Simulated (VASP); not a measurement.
# HPbNO4 (P1) in VASP: notebook, part 2 of 2

VASP 6.6.1. The steps go on from the part before.

## 3. Density of states, B3LYP

Contents of POSCAR:

```
HPbNO4
1.0
    4.2753100000     -0.0004000000      0.0063600000
   -2.0839900000      5.2077500000     -0.0490700000
   -2.1237700000     -1.8657400000      4.9149100000
H Pb N O
1 1 1 4
Direct
    0.9907300000      0.0333000000      0.9099400000
    0.5027400000      0.8198900000      0.1428700000
    0.0083800000      0.4740800000      0.5026500000
    0.9981600000      0.9274100000      0.0287700000
    0.1946700000      0.7343500000      0.6085200000
    0.8167300000      0.3588200000      0.2455600000
    0.0138100000      0.3312100000      0.6521700000
```

Contents of INCAR.step1:

```
ALGO = Normal
EDIFF = 1E-5
ENCUT = 520
GGA = PE
ISIF = 2
ISMEAR = -1
LASPH = True
LCHARG = False
LREAL = False
LWAVE = True
NBANDS = 31
NELM = 100
PREC = Accurate
SIGMA = 0.05
```

Contents of INCAR.step2:

```
AEXX = 0.2
AGGAC = 0.81
AGGAX = 0.72
ALDAC = 0.19
ALGO = Normal
EDIFF = 1E-6
ENCUT = 520
GGA = B3
HFRCUT = -1
ISIF = 2
ISMEAR = -5
ISTART = 1
LASPH = True
LCHARG = False
LHFCALC = True
LORBIT = 10
LREAL = False
LWAVE = False
NBANDS = 31
NEDOS = 2001
NELM = 100
PREC = Accurate
PRECFOCK = Fast
SIGMA = 0.05
```

Contents of KPOINTS:

```
k-points
0
Gamma
  4 3 3
```

Potentials or basis: VASP PAW PBE potentials, release 64 (H, Pb_d, N, O).

Launch:

```bash
$ cat potpaw_PBE.64/H/POTCAR potpaw_PBE.64/Pb_d/POTCAR potpaw_PBE.64/N/POTCAR potpaw_PBE.64/O/POTCAR > POTCAR
$ cp INCAR.step1 INCAR
$ mpirun -np 8 vasp_std > vasp.out
$ cp INCAR.step2 INCAR
$ mpirun -np 8 vasp_std > vasp.out
```

OUTCAR:

```text
AEXX = 0.2
   EDIFF = 1E-6
   ENCUT = 520
   GGA = B3
   ISIF = 2
   ISMEAR = -5
   ISTART = 1
   LASPH = True
   LHFCALC = True
   LORBIT = 10
   LREAL = False
   NELM = 100
   PREC = Accurate
   PRECFOCK = Fast

 ion  position               nearest neighbor table
   1  0.991  0.033  0.910-   4 0.97
   2  0.503  0.820  0.143-   4 2.34   4 2.34   6 2.66   5 2.68   7 2.89   7 3.02
   3  0.008  0.474  0.503-   7 1.26   5 1.27   6 1.27
   4  0.998  0.927  0.029-   1 0.97   2 2.34   2 2.34
   5  0.195  0.734  0.609-   3 1.27   2 2.68
   6  0.817  0.359  0.246-   3 1.27   2 2.66
   7  0.014  0.331  0.652-   3 1.26   2 2.89   2 3.02

  LATTYP: Found a triclinic cell.
 ALAT       =     8.3024666926
 B/A-ratio  =     0.5149451251
 C/A-ratio  =     0.7116445657
 COS(alpha) =     0.0126066529
 COS(beta)  =     0.3599949201
 COS(gamma) =     0.7788145159

  Lattice vectors:

 A1 = (  -6.4666300000,  -5.2069500000,   0.0363500000)
 A2 = (  -4.2753100000,   0.0004000000,  -0.0063600000)
 A3 = (  -0.0675500000,  -3.3416100000,  -4.8722000000)

Analysis of symmetry for initial positions (statically):
=====================================================================
 Subroutine PRICEL returns:
 Original cell was already a primitive cell.

 Routine SETGRP: Setting up the symmetry group for a
 triclinic supercell.

 Subroutine GETGRP returns: Found  1 space group operations
 (whereof  1 operations were pure point group operations)
 out of a pool of  2 trial point group operations.

The static configuration has the point symmetry C_1 .

Analysis of symmetry for dynamics (positions and initial velocities):
=====================================================================
 Subroutine PRICEL returns:
 Original cell was already a primitive cell.

 Routine SETGRP: Setting up the symmetry group for a
 triclinic supercell.

 Subroutine GETGRP returns: Found  1 space group operations
 (whereof  1 operations were pure point group operations)
 out of a pool of  2 trial point group operations.

The dynamic configuration has the point symmetry C_1 .

 Subroutine INISYM returns: Found  1 space group operations
 (whereof  1 operations are pure point group operations),
 and found     1 'primitive' translations

----------------------------------------------------------------------------------------

                                     Primitive cell

  volume of cell :     109.1287

  direct lattice vectors                    reciprocal lattice vectors
     4.275310000 -0.000400000  0.006360000     0.233706268  0.094813123  0.136978092
    -2.083990000  5.207750000 -0.049070000    -0.000090720  0.192674001  0.073101424
    -2.123770000 -1.865740000  4.914910000    -0.000303327  0.001800949  0.204015110

  length of vectors
     4.275314749  5.609463633  5.669896390     0.287003738  0.206075465  0.204023285

[... 76 lines left out ...]
 SYSTEM =  unknown system
   PREC   = accura    normal or accurate (medium, high low for compatibility)
   ISTART =      1    job   : 0-new  1-cont  2-samecut
   ICHARG =      0    charge: 1-file 2-atom 10-const
   ISPIN  =      1    spin polarized calculation?
   LNONCOLLINEAR =      F non collinear calculations
   LSORBIT =      F    spin-orbit coupling
   LASPH  =      T    aspherical Exc in radial PAW
   ENCUT  =  520.0 eV  38.22 Ry    6.18 a.u.   7.95 10.43 10.54*2*pi/ulx,y,z
   NELM   =    100;   NELMIN=  2; NELMDL=  0     # of ELM steps
   EDIFF  = 0.1E-05   stopping-criterion for ELM
   LREAL  =      F    real-space projection
   EDIFFG = 0.1E-04   stopping-criterion for IOM
   NSW    =      0    number of steps for IOM
   IBRION =     -1    ionic relax: 0-MD 1-quasi-New 2-CG
   NFREE  =      0    steps in history (QN), initial steepest desc. (CG)
   ISIF   =      2    stress and relaxation
   ISYM   =      3    0-nonsym 1-usesym 2-fastsym
   POTIM  = 0.5000    time-step for ionic-motion
   TEBEG  =    0.0;   TEEND  =   0.0 temperature during run
   PSTRESS=    0.0 pullay stress
   NELECT =      44.0000    total number of electrons
   NUPDOWN=      -1.0000    fix difference up-down
   EMIN   =  10.00;   EMAX   =-10.00  energy-range for DOS
   EFERMI =   0.00;   METHOD = LEGACY
   ISMEAR =    -5;   SIGMA  =   0.05  broadening in eV -4-tet -1-fermi 0-gaus
   EFERMI_NEDOS =   21; number of points for ismear=-14 and -15
   IALGO  =     38    algorithm
   IMIX   =      1    mixing-type and parameters
     AMIX     =   0.40;   BMIX     =  1.00
     AMIX_MAG =   1.60;   BMIX_MAG =  1.00
  volume/ion in A,a.u.               =      15.59       105.21
  Fermi-wavevector in a.u.,A,eV,Ry     =   1.209426  2.285484 19.901399  1.462712
  Thomas-Fermi vector in A             =   2.345004
   LORBIT       =     10    0 simple, 1 ext, 2 COOP (PROOUT), +10 PAW based schemes
   GGA     = B3    functional components
   LHFCALC =     T    Hartree Fock is set to
   PRECFOCK=fast      Normal, Fast or Accurate (Low or Medium for compatibility)
   ENCUT4O =  -1.0   cutoff for four orbital integrals eV
   NKREDX  =     1    reduce k-point grid by
   NKREDY  =     1    reduce k-point grid by
   NKREDZ  =     1    reduce k-point grid by
   AEXX    =    0.2000 exact exchange contribution
   HFSCREEN=    0.0000 screening length (either q_TF or 0.3 A-1)
   HFSCREENC=   0.0000 screening length for correlation (either q_TF or 0.3 A-1)
   ENCUTFOCK=  -1.0 apply spherical cutoff to Coloumb kernel
   IVDW    =     0    specifies the selected vdW correction
   LEPSILON=     F    determine dielectric tensor
   LRPA    =     F    only Hartree local field effects (RPA)
 non-spin polarized calculation
 Fermi weights with tetrahedron method with Bloechl corrections
  energy-cutoff  :      520.00
  volume of cell :      109.13
 maximum number of plane-waves:      2952
  NGX = 18; NGY = 24; NGZ = 24

 number of electron      44.0000003 magnetization

 Free energy of the ion-electron system (eV)
  ---------------------------------------------------
  ext. energy  EPLUGINS =         0.00000000
  ---------------------------------------------------
  free energy    TOTEN  =       -50.12979446 eV

  energy without entropy =      -50.12979446  energy(sigma->0) =      -50.12979446

 E-fermi :  -0.6106     XC(G=0):  -6.7878

 val. band max:       -0.6171583375   @ k =   0.5000  -0.0000  -0.0000
 cond. band min:       3.8314368988   @ k =   0.2500   0.3333   0.3333
 fundamental gap:      4.4485952363
 Fermi energy:        -0.6106379507

 k-point     1 :       0.0000    0.0000    0.0000
  band No.  band energies     occupation
      1     -28.3952      2.00000
      2     -22.6323      2.00000
      3     -22.6131      2.00000
      4     -19.6198      2.00000
      5     -16.8173      2.00000
      6     -16.8129      2.00000
[... 654 lines left out ...]
     31      12.9249      0.00000
     32      13.8576      0.00000

------------------------ aborting loop because EDIFF is reached ----------------------------------------

  FORCE on cell =-STRESS in cart. coord.  units (eV):
  Direction    XX          YY          ZZ          XY          YZ          ZX
  --------------------------------------------------------------------------------------
  -------------------------------------------------------------------------------------
  Total       -0.0804256     -0.8841600     -0.6317625     -0.0102711      0.2818613     -0.0116115
  in kB       -1.1807712    -12.9808245     -9.2752428     -0.1507960      4.1381564     -0.1704742
  external PRESSURE =      -7.8122795 kB  Pullay stress =       0.0000000 kB

 VOLUME and BASIS-vectors are now :
 -----------------------------------------------------------------------------
  energy-cutoff  :      520.00
  volume of cell :      109.13
      direct lattice vectors                 reciprocal lattice vectors
     4.275310000 -0.000400000  0.006360000     0.233706268  0.094813123  0.136978092
    -2.083990000  5.207750000 -0.049070000    -0.000090720  0.192674001  0.073101424
    -2.123770000 -1.865740000  4.914910000    -0.000303327  0.001800949  0.204015110

 POSITION                                       TOTAL-FORCE (eV/Angst)
 -----------------------------------------------------------------------------------
      2.23378     -1.52469      4.47694         0.000664     -0.247099      0.193577
      0.13730      4.00302      0.66516         0.000323     -0.030063      0.034773
     -2.01966      1.53107      2.44727        -0.002345      0.076544     -0.071811
      2.27363      4.77564      0.10224        -0.001400      0.273653     -0.214014
     -1.99046      2.68889      2.95602        -0.006464     -0.397158     -0.130750
      2.22248      1.41017      1.19449         0.009488      0.000741      0.419131
     -2.01626      0.50807      3.18919        -0.000267      0.323382     -0.230906
 -----------------------------------------------------------------------------------
    total drift:                                0.000137      0.001182     -0.000878

  FREE ENERGIE OF THE ION-ELECTRON SYSTEM (eV)
  ---------------------------------------------------
  free  energy   TOTEN  =       -50.1297944557 eV

  energy  without entropy=      -50.1297944557  energy(sigma->0) =      -50.12979446

 total charge

# of ion       s       p       d       tot
------------------------------------------
    1        0.621   0.125   0.000   0.746
    2        1.509   0.359   9.867  11.734
    3        1.214   2.592   0.000   3.806
    4        1.560   3.548   0.000   5.108
    5        1.588   3.491   0.000   5.079
    6        1.588   3.491   0.000   5.080
    7        1.586   3.492   0.000   5.078
--------------------------------------------------
tot          9.667  17.097   9.867  36.631
```

Wall time 6.3 min (8 MPI ranks of Intel Xeon Platinum 8488C (Sapphire Rapids), shared host); peak memory 0.17 GiB.

What came out:

```
Free energy                                           : -50.1298 eV
Pressure                                              : -0.8 GPa
Largest force                                         : 0.419 eV/Å
Band gap on the k mesh                                : 4.45 eV, indirect (least direct gap 4.73 eV)
Valence electrons inside the program's atomic spheres : H 0.75; Pb 11.73; N 3.81; O 5.11, 5.08
```

Forces on the atoms (eV/Å):
```
H    0.001 -0.247  0.194
Pb   0.000 -0.030  0.035
N   -0.002  0.077 -0.072
O   -0.001  0.274 -0.214
O   -0.006 -0.397 -0.131
O    0.009  0.001  0.419
O    0.000  0.323 -0.231
```

States per cell in windows of 0.5 eV (zero at the valence-band top; states under -8 eV left out):
| from (eV) | total | O4_p | O7_p | O6_p | O5_p | Pb2_p | Pb2_s |
| --- | --- | --- | --- | --- | --- | --- | --- |
| -8.0 | 0.00 | 0.00 | 0.00 | 0.00 | 0.00 | 0.00 | 0.00 |
| -7.5 | 0.31 | 0.04 | 0.01 | 0.01 | 0.01 | 0.00 | 0.14 |
| -7.0 | 1.69 | 0.26 | 0.05 | 0.04 | 0.04 | 0.00 | 0.74 |
| -6.5 | 0.00 | 0.00 | 0.00 | 0.00 | 0.00 | 0.00 | 0.00 |
| -6.0 | 0.00 | 0.00 | 0.00 | 0.00 | 0.00 | 0.00 | 0.00 |
| -5.5 | 0.68 | 0.31 | 0.01 | 0.01 | 0.01 | 0.02 | 0.02 |
| -5.0 | 0.72 | 0.28 | 0.03 | 0.02 | 0.02 | 0.02 | 0.03 |
| -4.5 | 0.57 | 0.17 | 0.05 | 0.03 | 0.04 | 0.01 | 0.03 |
| -4.0 | 0.55 | 0.03 | 0.10 | 0.11 | 0.10 | 0.02 | 0.01 |
| -3.5 | 1.44 | 0.04 | 0.25 | 0.33 | 0.30 | 0.04 | 0.01 |
| -3.0 | 2.93 | 0.28 | 0.40 | 0.63 | 0.61 | 0.05 | 0.06 |
| -2.5 | 2.97 | 0.16 | 0.88 | 0.48 | 0.51 | 0.02 | 0.08 |
| -2.0 | 1.05 | 0.12 | 0.18 | 0.19 | 0.21 | 0.02 | 0.06 |
| -1.5 | 2.17 | 0.51 | 0.30 | 0.34 | 0.33 | 0.03 | 0.05 |
| -1.0 | 2.04 | 0.98 | 0.06 | 0.11 | 0.10 | 0.05 | 0.13 |
| -0.5 | 0.64 | 0.27 | 0.03 | 0.02 | 0.02 | 0.04 | 0.09 |
| 0.0 | 0.00 | 0.00 | 0.00 | 0.00 | 0.00 | 0.00 | 0.00 |
| 0.5 | 0.00 | 0.00 | 0.00 | 0.00 | 0.00 | 0.00 | 0.00 |
| 1.0 | 0.00 | 0.00 | 0.00 | 0.00 | 0.00 | 0.00 | 0.00 |
| 1.5 | 0.00 | 0.00 | 0.00 | 0.00 | 0.00 | 0.00 | 0.00 |
| 2.0 | 0.00 | 0.00 | 0.00 | 0.00 | 0.00 | 0.00 | 0.00 |
| 2.5 | 0.00 | 0.00 | 0.00 | 0.00 | 0.00 | 0.00 | 0.00 |
| 3.0 | 0.00 | 0.00 | 0.00 | 0.00 | 0.00 | 0.00 | 0.00 |
| 3.5 | 0.00 | 0.00 | 0.00 | 0.00 | 0.00 | 0.00 | 0.00 |
| 4.0 | 0.01 | 0.00 | 0.00 | 0.00 | 0.00 | 0.00 | 0.00 |
| 4.5 | 1.99 | 0.02 | 0.24 | 0.23 | 0.23 | 0.03 | 0.01 |
| 5.0 | 0.02 | 0.00 | 0.00 | 0.00 | 0.00 | 0.01 | 0.00 |
| 5.5 | 0.73 | 0.02 | 0.01 | 0.02 | 0.02 | 0.23 | 0.01 |
| 6.0 | 1.36 | 0.03 | 0.04 | 0.03 | 0.03 | 0.48 | 0.01 |
| 6.5 | 1.77 | 0.05 | 0.06 | 0.07 | 0.06 | 0.63 | 0.02 |
| 7.0 | 0.15 | 0.01 | 0.00 | 0.01 | 0.01 | 0.05 | 0.00 |
| 7.5 | 1.08 | 0.10 | 0.02 | 0.03 | 0.03 | 0.29 | 0.03 |

Caveat: the k mesh is coarse (spacing up to 0.45 Å⁻¹), so the values aren't converged, least of all with exact exchange; the PAW data sets were made with another functional, which shifts forces and pressure a little; spin-orbit coupling is left out, which as a rule narrows the gap of such compounds by several tenths of an eV; an odd mesh through Γ misses points on the zone boundary, where band edges often lie.

## 4. Band structure, PBE

POSCAR is that of step 3.

Contents of INCAR.step1:

```
SYSTEM = HPbNO4
ALGO = Fast
EDIFF = 1E-7
ENCUT = 520
GGA = PE
ISIF = 2
ISMEAR = -1
KPAR = 4
LASPH = .True.
LCHARG = .True.
LREAL = .False.
LWAVE = .False.
NBANDS = 31
NELM = 60
PREC = Accurate
SIGMA = 0.05
```

Contents of KPOINTS.step1:

```
k-points
0
Gamma
  8 6 6
  0 0 0
```

Contents of INCAR.step2:

```
SYSTEM = HPbNO4
ALGO = Fast
EDIFF = 1E-7
ENCUT = 520
GGA = PE
ICHARG = 11
ISIF = 2
ISMEAR = 0
KPAR = 4
LASPH = .True.
LCHARG = .False.
LREAL = .False.
LWAVE = .False.
NBANDS = 31
NELM = 60
PREC = Accurate
SIGMA = 0.05
```

Contents of KPOINTS.step2:

```
path XGY,LGZ,NGM,RG
15
line-mode
reciprocal
 0.0000000000  0.5000000000  0.0000000000  X
 0.0000000000  0.0000000000  0.0000000000  G

 0.0000000000  0.0000000000  0.0000000000  G
 0.0000000000  0.0000000000 -0.5000000000  Y

 0.0000000000  0.5000000000 -0.5000000000  L
 0.0000000000  0.0000000000  0.0000000000  G

 0.0000000000  0.0000000000  0.0000000000  G
-0.5000000000  0.0000000000  0.5000000000  Z

-0.5000000000  0.5000000000  0.5000000000  N
 0.0000000000  0.0000000000  0.0000000000  G

 0.0000000000  0.0000000000  0.0000000000  G
-0.5000000000  0.0000000000  0.0000000000  M

-0.5000000000  0.5000000000  0.0000000000  R
 0.0000000000  0.0000000000  0.0000000000  G
```

Launch:

```bash
$ cat potpaw_PBE.64/H/POTCAR potpaw_PBE.64/Pb_d/POTCAR potpaw_PBE.64/N/POTCAR potpaw_PBE.64/O/POTCAR > POTCAR
$ cp INCAR.step1 INCAR
$ cp KPOINTS.step1 KPOINTS
$ mpirun -np 4 vasp_std > vasp.out
$ cp INCAR.step2 INCAR
$ cp KPOINTS.step2 KPOINTS
$ mpirun -np 4 vasp_std > vasp.out
```

Wall time 4.8 min (4 MPI ranks of Intel Xeon Platinum 8259CL at 2.50GHz (Skylake/Cascade Lake), shared host); peak memory 0.56 GiB.

Results (log left out):

```
Band gap on the k mesh  : 2.79 eV, indirect (least direct gap 3.13 eV)
Band gap along the path : 2.87 eV, indirect (least direct gap 3.16 eV)
```

Levels at the corners of the path, in eV from the valence-band top:
| point | band 19 | band 20 | band 21 | band 22 | band 23 | band 24 | band 25 | band 26 |
| --- | --- | --- | --- | --- | --- | --- | --- | --- |
| X | -1.60 | -1.51 | -0.99 | -0.83 | 3.16 | 4.06 | 4.83 | 7.44 |
| Γ | -2.08 | -2.06 | -0.98 | -0.42 | 3.31 | 4.47 | 5.20 | 5.93 |
| Γ | -2.08 | -2.06 | -0.98 | -0.42 | 3.31 | 4.47 | 5.20 | 5.93 |
| Y | -1.60 | -1.52 | -0.97 | -0.84 | 3.17 | 3.96 | 4.96 | 7.28 |
| L | -1.85 | -1.65 | -0.91 | -0.66 | 3.08 | 3.56 | 5.37 | 7.10 |
| Γ | -2.08 | -2.06 | -0.98 | -0.42 | 3.31 | 4.47 | 5.20 | 5.93 |
| Γ | -2.08 | -2.06 | -0.98 | -0.42 | 3.31 | 4.47 | 5.20 | 5.93 |
| Z | -2.11 | -0.80 | -0.46 | -0.32 | 2.87 | 5.28 | 5.29 | 5.87 |
| N | -2.03 | -1.13 | -0.71 | -0.03 | 3.15 | 4.24 | 5.45 | 5.92 |
| Γ | -2.08 | -2.06 | -0.98 | -0.42 | 3.31 | 4.47 | 5.20 | 5.93 |
| Γ | -2.08 | -2.06 | -0.98 | -0.42 | 3.31 | 4.47 | 5.20 | 5.93 |
| M | -2.04 | -1.14 | -0.72 | 0.00 | 3.16 | 4.24 | 5.43 | 5.97 |
| R | -2.11 | -0.82 | -0.46 | -0.31 | 2.88 | 5.26 | 5.31 | 5.86 |
| Γ | -2.08 | -2.06 | -0.98 | -0.42 | 3.31 | 4.47 | 5.20 | 5.93 |

Caveat: the log is that of the step along the path at fixed density, whose energy, stress, charges and moments have no meaning; spin-orbit coupling is left out, which as a rule narrows the gap of such compounds by several tenths of an eV. PBE gaps usually lie below the measured ones, often by a third to a half.

## 5. For comparison

An earlier run on the cell as given: functional PBE; potentials or basis VASP PAW PBE potentials, release 64 (H, Pb_d, N, O); cutoff 520 eV; k mesh 8 × 6 × 6; occupations fermi-dirac, width 0.05 eV; no spin polarisation.

- Pressure: 0.6 GPa
- Largest force: 0.387 eV/Å
- Band gap on the k mesh: 2.79 eV, indirect (least direct gap 3.13 eV)

## 6. The runs side by side

| task | level | k mesh | smearing | grid for exact exchange (PRECFOCK) | exchange at q = 0 | mesh quality | gap on the mesh (eV) | pressure (GPa) | largest force (eV/Å) |
| --- | --- | --- | --- | --- | --- | --- | --- | --- | --- |
| density of states | r2SCAN0 | 4 × 3 × 3 | tetrahedron | Fast | truncated | coarse | 5.16 | -4.8 | 1.33 |
| density of states | B3LYP | 4 × 3 × 3 | tetrahedron | Fast | truncated | coarse | 4.45 | -0.8 | 0.42 |
| band structure | PBE | 8 × 6 × 6 | fermi-dirac 0.05 eV | - | - | not flagged | 2.79 | - | - |
| single point | PBE | 8 × 6 × 6 | fermi-dirac 0.05 eV | - | - | not flagged | 2.79 | 0.6 | 0.39 |

Alike in all rows: potentials or basis VASP PAW PBE potentials, release 64 (H, Pb_d, N, O); no spin polarisation; cell as given; cutoff (eV) 520.

Caveats: some runs use coarse meshes; spin-orbit coupling is left out, which as a rule narrows the gap of such compounds by several tenths of an eV; the PAW data sets were made with another functional, which shifts forces and pressure a little (some runs); an odd mesh through Γ misses points on the zone boundary, where band edges often lie (some runs).

Absolute energies hang on the potentials; compare differences alone.
